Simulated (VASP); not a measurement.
```
BaSr3O4
1.0
    5.25500     0.00000     0.00000
    0.00000     5.25500     0.00000
    0.00000     0.00000     5.25500
Sr O Ba
3 4 1
Direct
  0.00000   0.00000   0.00000
  0.50000   0.50000   0.00000
  0.50000   0.00000   0.50000
  0.50000   0.50000   0.50000
  0.00000   0.00000   0.50000
  0.00000   0.50000   0.00000
  0.50000   0.00000   0.00000
  0.00000   0.50000   0.50000
```

These are PBEsol GGA, VASP's PBE PAW potentials (set 64) (plane waves; VASP) values and carry that method's errors. Run with 520 eV cut-off, 5×5×5 Γ-centred mesh, tetrahedra with Blöchl corrections, potentials Sr_sv O Ba_sv.

The cores are frozen, which limits the accuracy of field gradients.

Give the principal components of the electric field gradient (V/Å²) and the asymmetry η at each nucleus.

```json
[
 {"atom": "Sr1", "Vxx": "-0.6", "Vyy": "-0.6", "Vzz": "1.1", "η": "0.00"},
 {"atom": "Sr2", "Vxx": "-0.6", "Vyy": "-0.6", "Vzz": "1.1", "η": "0.00"},
 {"atom": "Sr3", "Vxx": "-0.6", "Vyy": "-0.6", "Vzz": "1.1", "η": "0.00"},
 {"atom": "O4", "Vxx": "16.3", "Vyy": "16.3", "Vzz": "-32.6", "η": "0.00"},
 {"atom": "O5", "Vxx": "16.3", "Vyy": "16.3", "Vzz": "-32.6", "η": "0.00"},
 {"atom": "O6", "Vxx": "16.3", "Vyy": "16.3", "Vzz": "-32.6", "η": "0.00"},
 {"atom": "O7", "Vxx": "0.0", "Vyy": "0.0", "Vzz": "0.0", "η": "-"},
 {"atom": "Ba8", "Vxx": "0.0", "Vyy": "0.0", "Vzz": "0.0", "η": "-"}
]
```

The structure was generated: BaSr3O4 was put into an ordered model structure (Pm-3m), which need not be its known phase. The cell was not relaxed at this level.
